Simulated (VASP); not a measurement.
VASP input:

**INCAR**
```
SYSTEM = TlBr
PREC = Accurate
ENCUT = 520
EDIFF = 1E-6
NELM = 60
ALGO = Normal
LREAL = .FALSE.
LASPH = .TRUE.
ISMEAR = 0
SIGMA = 0.05
GGA = PE
HFSCREEN = 0.2
AEXX = 0.25
LHFCALC = .TRUE.
PRECFOCK = Fast
ISYM = 3
LMAXMIX = 4
LWAVE = .FALSE.
LCHARG = .FALSE.
ISIF = 2
```

**KPOINTS**
```
Regular mesh
0
Gamma
 6 6 6
0 0 0
```

File POSCAR:
```
TlBr
1
    3.9224005056     0.0000000000     0.0000000000
    0.0000000000     3.9224005056     0.0000000000
    0.0000000000     0.0000000000     3.9224005056
Tl Br
1 1
Direct
  0.0000000000   0.0000000000   0.0000000000
  0.5000000000   0.5000000000   0.5000000000
```

POTCAR, in this order: Tl_d Br (PBE.64 set). Program: vasp_std. Read from the step before: WAVECAR.

Q: Translate this HSE06 calculation to Quantum ESPRESSO's pw.x.

A: One equivalent input (not run):
```
&CONTROL
  calculation = 'scf'
  pseudo_dir = './pseudo'
  outdir = './out'
  tprnfor = .true.
  tstress = .false.
/
&SYSTEM
  ibrav = 0
  nat = 2
  ntyp = 2
  ecutwfc = 60.3
  occupations = 'smearing'
  smearing = 'gaussian'
  degauss = 0.003675
  input_dft = 'hse'
  nqx1 = 6
  nqx2 = 6
  nqx3 = 6
  screening_parameter = 0.1058
/
&ELECTRONS
  conv_thr = 7.3e-08
  electron_maxstep = 60
/
ATOMIC_SPECIES
  Tl 204.380 Tl.upf
  Br 79.904 Br.upf
CELL_PARAMETERS angstrom
     3.9224005    0.0000000    0.0000000
     0.0000000    3.9224005    0.0000000
     0.0000000    0.0000000    3.9224005
ATOMIC_POSITIONS crystal
  Tl   0.0000000  0.0000000  0.0000000
  Br   0.5000000  0.5000000  0.5000000
K_POINTS automatic
  6 6 6 0 0 0
```
The two are equivalent in intent, not identical: the potentials are each code's own (VASP's PAW set, PseudoDojo norm-conserving files in pw.x), so ENCUT and ecutwfc are chosen apart and not converted; conv_thr bounds pw.x's estimated SCF error, while EDIFF bounds the energy change between steps.

The compound is TlBr in the CsCl type structure. This cell is one point of a volume scan, at 0.91 of the reference volume.
